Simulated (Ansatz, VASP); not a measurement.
# HfB2: VASP beside Ansatz

Wanted: the spread between two codes on one cell, functional and k mesh. The cell is taken from a series of runs on this material, whose earlier steps may have relaxed, scaled, displaced or heated it; both programs get it as it stands.

Program: Ansatz 0.2.0. Level of theory: plane waves, with VASP 6.6.1 beside it; zone-centre phonons at PBEsol. Results are calculated unless marked as measured.

### 1. Starting point

Symmetry: P6/mmm, No. 191, hexagonal system. The conventional cell has a = 3.146 Å, b = 3.146 Å, c = 3.474 Å, α = 90.00°, β = 90.00°, γ = 120.00°. B has 3 B at 1.82 Å and 6 Hf at 2.51 Å nearest. Nearest to Hf lie 12 B at 2.51 Å. Farther neighbours are not listed.

### 2. Ansatz: zone-centre phonons, PBEsol

Ansatz runs on its PAW soft_1 files.

Second derivatives magnify differences that forces hide, and they need a tight electronic threshold.

The input, input.yaml:

```yaml
crystal:
  lattice:
    - [3.1461302329, 0.0, 0.0]
    - [-1.5730651164, 2.7246287053, 0.0]
    - [0.0, 0.0, 3.4738603109]
  atoms:
    - { symbol: B, position: [0.3333333333, 0.6666666667, 0.5] }
    - { symbol: B, position: [0.6666666667, 0.3333333333, 0.5] }
    - { symbol: Hf, position: [0.0, 0.0, 0.0] }
kpoints:
  mp_grid: { grid: [15, 15, 12] }
hamiltonian:
  xc: pbesol
  pseudopotentials: { kind: paw, azcp: { folder: soft_1 }, xc_functional: pbe }
scf:
  occupations: { method: methfessel_paxton, width: 0.2 }
output:
  eigenvalues: true
phonons:
  method: dfpt
```

The run is started by

```sh
ansatz run input.yaml --threads 4 --pin off --max-ram 10240MiB --backend cpu --events-out ev --progress --plain --runs-dir out
```

Numbers of over 12 decimals in the logs are rounded to 6 here.

The program printed:

```text
zone centre: on kpoints.mp_grid the ground state, and the responses unless they are solved on pairs of k-points, stand on 448 of the mesh's 2700 k-points, reduced under 4 symmetry operations, with k and −k counted as one. Each operation leaves every solved displacement unchanged or reverses it
Engine: ansatz 0.2.0, aarch64-unknown-linux-gnu
Pseudopotentials: kind: paw
Pseudopotential: B, paw, valence charge 3, recommended cutoff 420 eV (normal), soft_1/B.paw.azcp
Pseudopotential: Hf, paw, valence charge 26, recommended cutoff 420 eV (normal), soft_1/Hf.paw.azcp
Functional definition: PBEsol
  exchange = pbesol_x
  correlation = pbesol_c
Crystal: 3 atoms, lattice volume = 29.778 Å³
Basis set: ecut = 420 eV, 563 PW (Γ), exchange–correlation on 48×48×48 points (8 copies of the dense FFT grid, shifted against one another)
Bands: 20, of which v1, the nominal top of the filled ones, is band 16 counted from 1 (15 counted from 0)
Symmetry: 24 space group operations
k-points: 448 of 2700 (irreducible under 4 space group operations, time reversal used)
Non-local potential: B, projectors of the file, l = 0: 2, l = 1: 2, l = 2: 1
Non-local potential: Hf, projectors of the file, l = 0: 3, l = 1: 2, l = 2: 2, l = 3: 3
PAW form: soft (Blöchl's): semilocal exchange-correlation on the pseudo side does not see the compensation charge
PAW frozen core: B, regenerated for the run's functional, and the local potential with it (the file was generated under x = pbe(κ = 0.804, μ = 0.219515), c = pbe(β = 0.066725))
PAW frozen core: Hf, regenerated for the run's functional, and the local potential with it (the file was generated under x = pbe(κ = 0.804, μ = 0.219515), c = pbe(β = 0.066725))
PAW one-centre angular grid: B, 110 points (default); XC on 64 Gauss nodes
PAW one-centre angular grid: Hf, 590 points (default); XC on 64 Gauss nodes
Initial density: superposition of atomic densities (chi_scale 0.1, normalization cell, long waves kept (reshape's long-wave potential 0.00 eV rms))
Initial wavefunctions: pseudopotential atomic-orbital guess
Functional: x = pbesol(κ = 0.804, μ = 0.123457), c = pbesol(β = 0.046)
SCF iter   1: F=—  HF=-15907.945297 eV  |F-HF|=—  |Δ(HF+E_count)|=         —  Δρ=6.30e-2  dr2=1.85e0  ethr=3.10e-3  ⟨swp⟩=4.1  Hψ=35112  notcnv=0
preconditioner: auto → none  [metal: Δε(μ)=0.047 eV  Ē_g=16.620 eV  σ=0.200 eV  W_gap=0.20  n_scr=8 (ndim 8)  ℏωp=37.3 eV  f_vac=0.000  D(μ)=0.24/eV (n_scr^D=0)  sad-step TF]
SCF iter   2: F=—  HF=-15907.554760 eV  |F-HF|=—  |Δ(HF+E_count)|=   3.91e-1  S|Δr|=    0.00e0  Δρ=3.36e-2  dr2=5.39e-1  ethr=3.10e-3  ⟨swp⟩=3.0  Hψ=19007  notcnv=0
SCF iter   3: F=—  HF=-15907.430109 eV  |F-HF|=—  |Δ(HF+E_count)|=   1.25e-1  S|Δr|=    0.00e0  Δρ=1.09e-2  dr2=2.42e-2  ethr=1.68e-3  ⟨swp⟩=2.1  Hψ=18508  notcnv=0
SCF iter   4: F=—  HF=-15907.371178 eV  |F-HF|=—  |Δ(HF+E_count)|=   5.89e-2  S|Δr|=    0.00e0  Δρ=2.93e-3  dr2=1.25e-3  ethr=7.55e-5  ⟨swp⟩=2.4  Hψ=18017  notcnv=0
SCF iter   5: F=—  HF=-15907.374227 eV  |F-HF|=—  |Δ(HF+E_count)|=   3.05e-3  S|Δr|=    0.00e0  Δρ=8.43e-4  dr2=2.61e-4  ethr=3.90e-6  ⟨swp⟩=2.0  Hψ=16385  notcnv=0
SCF iter   6: F=—  HF=-15907.374028 eV  |F-HF|=—  |Δ(HF+E_count)|=   1.98e-4  S|Δr|=    0.00e0  Δρ=1.34e-4  dr2=1.01e-5  ethr=8.15e-7  ⟨swp⟩=2.0  Hψ=16136  notcnv=0
SCF iter   7: F=—  HF=-15907.374029 eV  |F-HF|=—  |Δ(HF+E_count)|=   6.11e-7  S|Δr|=    0.00e0  Δρ=2.94e-5  dr2=2.59e-7  ethr=3.16e-8  ⟨swp⟩=2.7  Hψ=15428  notcnv=0
SCF iter   8: F=—  HF=-15907.374028 eV  |F-HF|=—  |Δ(HF+E_count)|=   1.10e-6  S|Δr|=    0.00e0  Δρ=2.74e-6  dr2=7.54e-10  ethr=8.10e-10  ⟨swp⟩=2.7  Hψ=15935  notcnv=0
SCF iter   9: F=—  HF=-15907.374028 eV  |F-HF|=—  |Δ(HF+E_count)|=  6.00e-11  S|Δr|=    0.00e0  Δρ=2.43e-7  dr2=3.03e-11  ethr=2.36e-12  ⟨swp⟩=2.5  Hψ=16480  notcnv=0
SCF iter  10: F=-15907.374028 eV  HF=-15907.374028 eV  |F-HF|=1.82e-12  |Δ(HF+E_count)|=  7.28e-12  S|Δr|=    0.00e0  Δρ=2.76e-8  dr2=1.33e-13  ethr=1.00e-12  ⟨swp⟩=6.0  Hψ=43339  notcnv=0
the search or the solves at the SCF's close seem to have found levels that the self-consistency loop had missed (the run counts 2). By its estimate they hold under 1e-12 electrons; where the run keeps them, the occupations were computed again with them
SCF 1 converged in 10 iterations: F = -15907.374028 eV  dr2 = 1.33e-13
  greatest PAW one-centre occupation: 0.998 electrons in one spin orbital (limit 2), on the Hf atom at site 2 (counted from 0), in its partial waves of l = 0
DFPT response loops at Γ: preconditioner auto → Kerker (q_TF=auto, 2.761 Å⁻¹) (partly filled bands, converged f_vac=0.000); β = 1.00, the filter's whole step (`scf.mixing.beta` (0.50) is not read by the response loops under this deck's `scf.mixing.preconditioner`; to damp them name `kerker` or `kerker_dos`, under which they read `scf.mixing.beta`, and type it under 1.00, their step now; both keys bind the ground state too); Broyden in place of MSR1
SCF converged after 10 iterations
Stability not checked: this state was not tested for a lower state beside it, because cold or Methfessel-Paxton smearing, or corrected tetrahedra, fill the levels in a way that the test cannot read (fill_not_monotonic; see scf.lower_state_search)
Free energy (F): -15907.374028 eV
Harris-Foulkes:  -15907.374028 eV  (|F-HF|=1.82e-12)
Internal energy: -15907.374460 eV  (E = F + TS)
E sigma→0 (E₀):  -15907.374136 eV
Entropy (-TS):   0.000432 eV (0.144 meV/atom)
Fermi energy:    19.035983 eV
--- Per-component energies (eV) ---
  E_band       = 81.802557
  E_kinetic    = 510.742240
  E_local      = -6528.298036  (includes V_loc(G=0)·N_el)
  E_nonlocal   = 81.884422
  E_hartree    = 3210.559510
  E_xc         = -332.157707
  E_vxc        = -334.875091  (∫ρ·V_xc dr)
  E_paw        = -7727.174930  (= ΣΔE_a)
  E_vpaw       = -68.770139  (= ΣTr[D̂ρ^β])
  E_aug_tail   = 0.000132  (compensation charges beyond the density's cutoff)
  E_ewald      = -5124.210570
  E_core_change = 1.280478  (= ΣΔE_core)
  E_smearing   = 0.000432  (= −TS)
  E_closure    = -0.000000  (closes the sum)
  Σ components = -15907.374028   (vs F -15907.374028, Δ=0.00e0)
--- Band table (eV; the first three rows and the last of 448) ---
  k-point 0: bands = [... 12 lower, 15.9914, 16.0936, 16.0936, 16.3414, 22.9700, 22.9700, 23.6711, 23.6711]
  k-point 1: bands = [... 12 lower, 15.0921, 16.1658, 16.1658, 17.1997, 22.1498, 22.1498, 23.4298, 23.4298]
  k-point 2: bands = [... 12 lower, 14.0054, 16.3794, 16.3794, 18.1896, 21.1526, 21.1526, 22.7959, 22.7959]
  k-point 447: bands = [... 12 lower, 11.7926, 13.9218, 14.5222, 16.0964, 23.0174, 24.1045, 24.3481, 25.5562]
--- Phonons (Γ-DFPT): 4 representative perturbations + reference, on 448 of 2700 k-points (Σ response iterations 12) ---
  k mesh reduced under 4 symmetry operations, with k and −k counted as one. Each operation leaves every solved displacement unchanged or reverses it
  ASR residual: 8.997e-6 → 0.000e0 eV/Å²; symmetrization residual: 9.848e-7 eV/Å²
  ASR residual per site (eV/Å²): 9.00e-6 9.00e-6 5.33e-6
  Γ frequencies (cm⁻¹): 0.00 0.00 0.00 437.84 437.84 459.47 545.22 799.25 799.25
  non-analytic LO–TO correction: not included (Born effective charges unavailable; polar crystals: no LO–TO splitting at Γ)
```

In the SCF lines HF is the Harris–Foulkes energy and dr2 the Hartree energy of the density residual, in eV; the loop may stop once dr2 is under the threshold and the program's other checks hold. Hψ counts applications of the Hamiltonian.

(Part 1 of 2 ends here.)

[Lines on the potential files, build, host, timing and source positions are cut from VASP's logs without a mark.]

[Logs are printed without paths, hosts, clocks, repeated set-up lines and the standing remarks that a program may print on its own settings, such as how far it seeks lower states.]

[Hosts, paths, dates, database ids (printed as entryN), source tags and the programs' standing remarks are cut or masked in the printed files.]
